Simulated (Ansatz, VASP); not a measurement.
## TiTe2 (1T-TiTe2 monolayer) in two plane-wave programs

Wanted: the spread between two codes on one cell, functional and k mesh. The cell is taken from a series of runs on this material, whose earlier steps may have relaxed, scaled, displaced or heated it; both programs get it as it stands.

Main program and level: Ansatz 0.2.0; plane waves, with VASP 6.6.1 beside it; single point at PBE.

## Step 1: The structure

The cell holds 3 atoms: 2 Te and 1 Ti. Cell: a = 3.749 Å, b = 3.749 Å, c = 31.152 Å, α = 90.0°, β = 90.0°, γ = 120.0°. Vacuum lies along c.

## Step 2: Ansatz: single point, PBE

Ansatz runs on its default PAW (the set named soft_2) files.

With cell and atoms fixed, the geometry can't cause a difference; cores, projectors, grids and the points listed under the comparison can.

File input.yaml:

```yaml
crystal:
  lattice:
    - [3.7490982645, 0.0, 0.0]
    - [-1.8745491323, 3.2468143383, 0.0]
    - [0.0, 0.0, 31.1518433029]
  atoms:
    - { symbol: Te, position: [0.6666666667, 0.3333333333, 0.2918485672] }
    - { symbol: Ti, position: [0.0, 0.0, 0.347907529] }
    - { symbol: Te, position: [0.3333333333, 0.6666666667, 0.4039664907] }
kpoints:
  mp_grid: { grid: [9, 9, 1] }
hamiltonian:
  xc: pbe
scf:
  occupations: { method: fermi_dirac, width: 0.05 }
efield:
  axis: 3
  dipole_correction: true
  ramp_width: 0.05
output:
  forces: true
  write_potential: true
  write_density: true
  volumetric_format: npy
  elf: true
```

On the command line:

```bash
$ ansatz run input.yaml --threads 4 --pin off --max-ram 8192MiB --backend cpu --events-out ev --progress --plain --runs-dir out
```

Numbers of over 12 decimals in the logs are rounded to 6 here.

Log:

```text
Engine: ansatz 0.2.0, x86_64-unknown-linux-gnu
Pseudopotentials: kind: paw
Pseudopotential: Te, paw, valence charge 16, recommended cutoff 420 eV (normal), Te.paw.azcp
Pseudopotential: Ti, paw, valence charge 12, recommended cutoff 420 eV (normal), Ti.paw.azcp
Functional definition: PBE
  parameter kappa = 0.804
  parameter beta = 0.066725
  exchange = pbe_x(kappa = kappa, mu = beta*pi^2/3)
  correlation = pbe_c(beta = beta)
Crystal: 3 atoms, lattice volume = 379.200 Å³
Basis set: ecut = 420 eV, 7437 PW (Γ), exchange–correlation on 54×54×432 points (8 copies of the dense FFT grid, shifted against one another)
Bands: 27, of which v1, the nominal top of the filled ones, is band 22 counted from 1 (21 counted from 0)
Symmetry: 6 space group operations
k-points: 12 of 81 (time reversal used)
Non-local potential: Te, projectors of the file, l = 0: 2, l = 1: 2, l = 2: 2, l = 3: 2
Non-local potential: Ti, projectors of the file, l = 0: 3, l = 1: 2, l = 2: 3, l = 3: 1
PAW form: soft (Blöchl's): semilocal exchange-correlation on the pseudo side does not see the compensation charge
PAW one-centre angular grid: Te, 590 points (default); XC on 64 Gauss nodes
PAW one-centre angular grid: Ti, 590 points (default); XC on 64 Gauss nodes
Initial density: superposition of atomic densities (neutral atoms: chi_scale 0, normalization atom), corrected by the library's trained network
Initial wavefunctions: pseudopotential atomic-orbital guess
Functional: x = pbe(κ = 0.804, μ = 0.219515), c = pbe(β = 0.066725)
SCF iter   1: F=—  HF=-16461.666286 eV  |F-HF|=—  |Δ(HF+E_count)|=         —  Δρ=2.01e-3  dr2=3.85e-2  ethr=1.77e-3  p=0.000 e·Å  D=5.79e-7 V/Å  ΔV_dip=-0.00 eV  dr2_dipole=3.65e-8  V_vac-E_F(+/−)=4.80/4.80 eV  ⟨swp⟩=9.3  Hψ=1676  notcnv=0
efield: sawtooth ramp at fractional position 0.8229 (placed from the atoms, in the widest stretch of the axis that holds none; the zero of the levels goes with the place), width 0.0500; the density the first Hamiltonian is built on has a dipole p = 0.000 e·Å; the dipole correction subtracts the counter field D = 5.79e-7 V/Å, which shifts the + side's vacuum level by -0.00 eV against the − side's; the planar-averaged density in the ramp window peaks in size at 1.9e-6 e/Å³
preconditioner: auto → LDOS  [metal: Δε(μ)=0.116 eV  Ē_g=6.170 eV  σ=0.050 eV  W_gap=0.49  n_scr=18 (ndim 8)  ℏωp=7.6 eV  f_vac=0.755  D(μ)=1.37/eV (n_scr^D=8)  β→1.0]
SCF iter   2: F=—  HF=-16461.672642 eV  |F-HF|=—  |Δ(HF+E_count)|=   6.36e-3  Δρ=2.70e-3  dr2=8.48e-2  ethr=8.75e-5  p=-0.000 e·Å  D=-6.29e-5 V/Å  ΔV_dip=0.00 eV  dr2_dipole=5.92e-7  V_vac-E_F(+/−)=5.00/5.00 eV  ⟨swp⟩=3.9  Hψ=819  notcnv=0
SCF iter   3: F=—  HF=-16461.664607 eV  |F-HF|=—  |Δ(HF+E_count)|=   8.04e-3  Δρ=2.36e-4  dr2=4.72e-4  ethr=8.75e-5  p=0.000 e·Å  D=1.50e-6 V/Å  ΔV_dip=-0.00 eV  dr2_dipole=2.34e-9  V_vac-E_F(+/−)=4.86/4.86 eV  ⟨swp⟩=2.2  Hψ=459  notcnv=0
SCF iter   4: F=—  HF=-16461.664658 eV  |F-HF|=—  |Δ(HF+E_count)|=   5.08e-5  Δρ=1.61e-4  dr2=1.28e-4  ethr=1.07e-6  p=0.000 e·Å  D=2.64e-6 V/Å  ΔV_dip=-0.00 eV  dr2_dipole=5.62e-10  V_vac-E_F(+/−)=4.88/4.88 eV  ⟨swp⟩=2.0  Hψ=576  notcnv=0
SCF iter   5: F=—  HF=-16461.664609 eV  |F-HF|=—  |Δ(HF+E_count)|=   4.86e-5  Δρ=3.15e-5  dr2=8.74e-6  ethr=2.91e-7  p=0.000 e·Å  D=1.31e-6 V/Å  ΔV_dip=-0.00 eV  dr2_dipole=3.39e-16  V_vac-E_F(+/−)=4.87/4.87 eV  ⟨swp⟩=2.0  Hψ=578  notcnv=0
SCF iter   6: F=—  HF=-16461.664641 eV  |F-HF|=—  |Δ(HF+E_count)|=   3.24e-5  Δρ=1.10e-5  dr2=3.67e-7  ethr=1.99e-8  p=0.000 e·Å  D=1.34e-6 V/Å  ΔV_dip=-0.00 eV  dr2_dipole=1.83e-11  V_vac-E_F(+/−)=4.87/4.87 eV  ⟨swp⟩=2.5  Hψ=586  notcnv=0
SCF iter   7: F=-16461.664643 eV  HF=-16461.664642 eV  |F-HF|=1.69e-7  |Δ(HF+E_count)|=   1.13e-6  Δρ=2.89e-6  dr2=2.54e-8  ethr=2.27e-10  p=0.000 e·Å  D=5.41e-7 V/Å  ΔV_dip=-0.00 eV  dr2_dipole=3.91e-11  V_vac-E_F(+/−)=4.87/4.87 eV  ⟨swp⟩=12.6  Hψ=2495  notcnv=0
SCF 1 converged in 7 iterations: F = -16461.664643 eV  dr2 = 2.54e-8
  greatest PAW one-centre occupation: 0.999 electrons in one spin orbital (limit 2), on the Ti atom at site 1 (counted from 0), in its partial waves of l = 0
WARN: The input density's exchange-correlation potential varies sharply where the density is thin. Do not read a vacuum level from v_tot or v_xc, or from such a field of the output density. On a cell that repeats whose density bears no net charge and no dipole along the vacuum's axis use v_es (v_loc + v_h of the components); under efield.dipole_correction with no amplitude use v_es + v_field, which holds any external [...]
SCF converged after 7 iterations
Free energy (F): -16461.664643 eV
Harris-Foulkes:  -16461.664642 eV  (|F-HF|=1.69e-7)
Internal energy: -16461.653831 eV  (E = F + TS)
E sigma→0 (E₀):  -16461.659237 eV
Entropy (-TS):   -0.010812 eV (-3.604 meV/atom)
Fermi energy:    -1.682389 eV
Dipole field:    D = 0.000007 V/Å  (p = 0.000014 e·Å, saw-weighted, corrected)
Work function:   Φ+ = 4.8706 eV   Φ− = 4.8708 eV
Levels:          The Fermi level and band energies are counted from a zero that moves with the ramp; work functions are not
--- Per-component energies (eV) ---
  E_band       = -1188.331202
  E_kinetic    = 632.097143
  E_local      = -54178.408132  (includes V_loc(G=0)·N_el)
  E_nonlocal   = -612.135058
  E_hartree    = 27115.547881
  E_xc         = -345.938526
  E_vxc        = -330.036010  (∫ρ·V_xc dr)
  E_paw        = -10372.409139  (= ΣΔE_a)
  E_vpaw       = -930.938595  (= ΣTr[D̂ρ^β])
  E_aug_tail   = -0.000230  (compensation charges beyond the density's cutoff)
  E_efield     = 0.000000  (sawtooth field / dipole correction)
  E_vefield    = 0.000000  (∫n·V_field dr)
  E_ewald      = 21299.592229
  E_smearing   = -0.010812  (= −TS)
  E_closure    = -0.000000  (closes the sum)
  Σ components = -16461.664643   (vs F -16461.664643, Δ=0.00e0)
--- Forces (eV/Å), atoms counted from 1 ---
  atom   1  Te     0.00000000     0.00000000    -0.00272161
  atom   2  Ti    -0.00000000     0.00000000    -0.00000259
  atom   3  Te    -0.00000000     0.00000000     0.00271977
  max |Σ_I F_I| component: 4.43e-6 eV/Å
--- Band table (eV; the first three rows and the last of 12) ---
  k-point 0: bands = [... 18 lower, -3.1042, -3.1012, -1.2236, -1.2236, -1.1612, -0.4963, -0.4963, 1.7056, ... 1 higher]
  k-point 1: bands = [... 18 lower, -3.0881, -2.6736, -2.0165, -1.5710, -1.2276, -0.4750, -0.2831, 1.0219, ... 1 higher]
  k-point 2: bands = [... 18 lower, -3.6260, -3.0986, -2.6235, -2.0217, -1.4200, -0.3722, -0.2054, 0.5332, ... 1 higher]
  k-point 11: bands = [... 18 lower, -5.2660, -4.3615, -3.5938, -3.5938, -0.5795, -0.4451, -0.4451, 0.7681, ... 1 higher]
```

## Step 3: VASP: single point, PBE

The same cell, functional, mesh and smearing now go to VASP, with its own data sets.

Lines of VASP's logs that name or quote its potential files are left out, and so is its time.

File INCAR:

```
SYSTEM = TiTe2
PREC = Accurate
ENCUT = 400
EDIFF = 1E-06
NELM = 120
ISMEAR = -1
SIGMA = 0.05
LREAL = .FALSE.
ALGO = Normal
GGA = PE
NBANDS = 18
LASPH = .TRUE.
LORBIT = 11
LWAVE = .FALSE.
LCHARG = .FALSE.
ISIF = 2
LDIPOL = .TRUE.
IDIPOL = 3
DIPOL = 0.5 0.5 0.348
LVHAR = .TRUE.
GGA_COMPAT = .FALSE.
NELMDL = -8
```

File POSCAR:

```
TiTe2
1.0
    3.7490982645      0.0000000000      0.0000000000
   -1.8745491323      3.2468143383      0.0000000000
    0.0000000000      0.0000000000     31.1518433029
Te Ti
2 1
Direct
    0.6666666667      0.3333333333      0.2918485672
    0.3333333333      0.6666666667      0.4039664907
    0.0000000000      0.0000000000      0.3479075290
```

File KPOINTS:

```
Automatic mesh
0
Gamma
9 9 1
0 0 0
```

Potentials, in the order of the species: Te and Ti_sv (PBE family, release 64).

On the command line:

```bash
$ mpirun -np 1 vasp_std
```

Log:

```text
[banner, memory and clock lines left out]
running    1 mpi-ranks, on    1 nodes
 distrk:  each k-point on    1 cores,    1 groups
 distr:  one band on    1 cores,    1 groups

 POSCAR found type information on POSCAR TeTi
 POSCAR found :  2 types and       3 ions
 LDA part: xc-table for (Slater+PW92), standard interpolation
 POSCAR, INCAR and KPOINTS ok, starting setup
 FFT: planning ... GRIDC
 FFT: planning ... GRID_SOFT
 FFT: planning ... GRID
 WAVECAR not read
 entering main loop
       N       E                     dE             d eps       ncg     rms          rms(c)
DAV:   1     0.138191637048E+03    0.13819E+03   -0.91017E+03   536   0.791E+02
DAV:   2     0.115070749186E+00   -0.13808E+03   -0.13580E+03   606   0.211E+02
DAV:   3    -0.174347756871E+02   -0.17550E+02   -0.17494E+02   788   0.663E+01
DAV:   4    -0.184417629778E+02   -0.10070E+01   -0.10024E+01   610   0.158E+01
DAV:   5    -0.185401676219E+02   -0.98405E-01   -0.98363E-01   680   0.384E+00
DAV:   6    -0.185409247454E+02   -0.75712E-03   -0.75705E-03   608   0.448E-01
DAV:   7    -0.185409532146E+02   -0.28469E-04   -0.28468E-04   678   0.709E-02
DAV:   8    -0.185409534292E+02   -0.21457E-06   -0.21497E-06   600   0.724E-03    0.120E+01
DAV:   9    -0.186366318178E+02   -0.95678E-01   -0.39282E+01   516   0.397E+01    0.162E+01
DAV:  10    -0.166932249051E+02    0.19434E+01   -0.44302E+01   556   0.377E+01    0.645E+00
DAV:  11    -0.162857094225E+02    0.40752E+00   -0.14346E+00   476   0.831E+00    0.272E+00
DAV:  12    -0.162060291451E+02    0.79680E-01   -0.97024E-01   588   0.650E+00    0.153E+00
DAV:  13    -0.161961935551E+02    0.98356E-02   -0.22039E-01   518   0.373E+00    0.800E-01
DAV:  14    -0.161916035539E+02    0.45900E-02   -0.52642E-02   476   0.178E+00    0.295E-01
[...]
DAV:  20    -0.161908600588E+02   -0.91190E-04   -0.17123E-05   538   0.227E-02    0.312E-02
DAV:  21    -0.161909550703E+02   -0.95012E-04   -0.15460E-05   500   0.264E-02    0.776E-03
DAV:  22    -0.161909856913E+02   -0.30621E-04   -0.41677E-06   510   0.117E-02    0.229E-03
DAV:  23    -0.161910128633E+02   -0.27172E-04   -0.80661E-07   418   0.374E-03    0.483E-03
DAV:  24    -0.161910241487E+02   -0.11285E-04   -0.40000E-07   408   0.293E-03    0.346E-03
DAV:  25    -0.161910287174E+02   -0.45687E-05   -0.17646E-07   358   0.283E-03    0.996E-04
DAV:  26    -0.161910307890E+02   -0.20716E-05   -0.81415E-08   364   0.106E-03    0.109E-03
DAV:  27    -0.161910316107E+02   -0.82172E-06   -0.15550E-08   280   0.765E-04
   1 F= -.16191032E+02 E0= -.16185588E+02  d E =-.108873E-01
```

OUTCAR, selected parts (step 3):

```text
ion  position               nearest neighbor table
   1  0.667  0.333  0.292-   3 2.78   3 2.78   3 2.78
   2  0.333  0.667  0.404-   3 2.78   3 2.78   3 2.78
   3  0.000  0.000  0.348-   2 2.78   2 2.78   2 2.78   1 2.78   1 2.78   1 2.78

  LATTYP: Found a hexagonal cell.
 ALAT       =     3.7490982645
 C/A-ratio  =     8.3091562571

 Subroutine GETGRP returns: Found 12 space group operations
 (whereof  6 operations were pure point group operations)

The static configuration has the point symmetry C_3v.
 The point group associated with its full space group is D_3d.

 Found     12 irreducible k-points:

   k-points           NKPTS =     12   k-points in BZ     NKDIM =     12   number of bands    NBANDS=     18

   dimension x,y,z NGX =    24 NGY =   24 NGZ =  210
   dimension x,y,z NGXF=    48 NGYF=   48 NGZF=  420

   ENCUT  =  400.0 eV  29.40 Ry    5.42 a.u.   6.11  6.11 50.80*2*pi/ulx,y,z

   NELECT =      24.0000    total number of electrons

 k-points in reciprocal lattice and weights: Automatic mesh
   0.00000000  0.00000000  0.00000000       0.012
   0.11111111  0.00000000  0.00000000       0.074
   0.22222222 -0.00000000  0.00000000       0.074
   0.33333333 -0.00000000  0.00000000       0.074
   0.44444444 -0.00000000  0.00000000       0.074
   0.11111111  0.11111111  0.00000000       0.074
   0.22222222  0.11111111  0.00000000       0.148
   0.33333333  0.11111111  0.00000000       0.148
   0.44444444  0.11111111  0.00000000       0.074
   0.22222222  0.22222222  0.00000000       0.074
   0.33333333  0.22222222  0.00000000       0.148
   0.33333333  0.33333333  0.00000000       0.025

 dipolmoment           0.000000      0.000000      0.000002 electrons x Angstroem

 average (electrostatic) potential at core
       1 -96.4246       2 -96.4246       3 -83.9883

 E-fermi :  -2.4188

 k-point     1 :       0.0000    0.0000    0.0000
  band No.  band energies     occupation
    ...
      6     -13.5810      2.00000
      7      -6.6095      2.00000
      8      -3.8427      2.00000
      9      -3.8427      2.00000
     10      -3.8323      2.00000
     11      -1.9637      0.00022
     12      -1.9637      0.00022
     13      -1.8958      0.00006
     14      -1.2265      0.00000
     15      -1.2265      0.00000
    ...

 k-point     2 :       0.1111    0.0000    0.0000
  band No.  band energies     occupation
    ...
      7      -6.4553      2.00000
      8      -4.4724      2.00000
      9      -3.8264      2.00000
     10      -3.4043      2.00000
     11      -2.7507      1.99739
     12      -2.3088      0.19961
     13      -1.9640      0.00022
     14      -1.2103      0.00000
     15      -1.0163      0.00000
     16       0.2869      0.00000
    ...

 k-point     3 :       0.2222   -0.0000    0.0000
  band No.  band energies     occupation
    ...
      8      -5.2135      2.00000
      9      -4.3601      2.00000
     10      -3.8360      2.00000
     11      -3.3497      2.00000
     12      -2.7585      1.99776
     13      -2.1568      0.01056
     14      -1.1093      0.00000
     15      -0.9417      0.00000
     16      -0.2063      0.00000
     17       0.6057      0.00000
    ...

  Total       -0.0614584     -0.0614584     -0.0250957      0.0000000      0.0000000      0.0000000
  in kB       -0.2596711     -0.2596711     -0.1060330      0.0000000      0.0000000      0.0000000
  external PRESSURE =      -0.2084584 kB  Pullay stress =       0.0000000 kB

  energy-cutoff  :      400.00
  volume of cell :      379.20
      direct lattice vectors                 reciprocal lattice vectors
     3.749098265  0.000000000  0.000000000     0.266730806  0.153997102  0.000000000
    -1.874549132  3.246814338  0.000000000     0.000000000  0.307994205  0.000000000
     0.000000000  0.000000000 31.151843303     0.000000000  0.000000000  0.032100829

 POSITION                                       TOTAL-FORCE (eV/Angst)
 -----------------------------------------------------------------------------------
      1.87455      1.08227      9.09162        -0.000000      0.000000     -0.015265
     -0.00000      2.16454     12.58430         0.000000     -0.000000      0.015265
      0.00000      0.00000     10.83796        -0.000000      0.000000     -0.000000
 -----------------------------------------------------------------------------------
    total drift:                               -0.000000     -0.000000      0.000137

  FREE ENERGIE OF THE ION-ELECTRON SYSTEM (eV)
  ---------------------------------------------------
  free  energy   TOTEN  =       -16.1910316107 eV

  energy  without entropy=      -16.1801442623  energy(sigma->0) =      -16.18558794

 vacuum level on the upper side and lower side of the slab         2.458         2.458

 total charge
# of ion       s       p       d       tot
------------------------------------------
    1        1.384   1.999   0.034   3.416
    2        1.384   1.999   0.034   3.416
    3        2.166   6.122   1.849  10.137
--------------------------------------------------
tot          4.934  10.120   1.916  16.970

[... 3 further parts left out ...]
```

This run has no spin polarisation, so a moment on Ti, if there is one, isn't seen.

## Step 4: Comparison

Known differences besides the potentials themselves: the data sets hold 44 valence electrons in Ansatz (on its default PAW (the set named soft_2) files) and 24 in VASP; the cutoff is 420 eV in Ansatz and 400 eV in VASP. Total energies have different zeros and are not compared.

Both answers:

```tsv
quantity	Ansatz	VASP	difference
work function, lower of the two faces (eV)	4.87	4.88	-0.01
work function, higher of the two faces (eV)	4.87	4.88	-0.01
```

At this near-relaxed geometry the largest component of a force difference is 13 meV/Å. With vacuum in the cell, a pressure given here is an average over mostly empty space and none of the material.

## Step 5: Outcome

```yaml
difference_in_work_function_lower_of_the_two_faces_single_point_pbe: -0.0062 eV
```

What this shows: The difference in work function, lower of the two faces is -0.0062 eV (single point, PBE). The data sets hold unlike numbers of valence electrons (44 in Ansatz and 24 in VASP), so part of the differences comes from the potentials. Such differences can come from data sets, numerical settings and the points named under the comparisons, not from the functional's error against experiment.

[Lines on the potential files, build, host, timing and source positions are cut from VASP's logs without a mark.]

[Logs are printed without paths, hosts, clocks, repeated set-up lines and the standing remarks that a program may print on its own settings, such as how far it seeks lower states.]

[Hosts, paths, dates, database ids (printed as entryN), source tags and the programs' standing remarks are cut or masked in the printed files.]
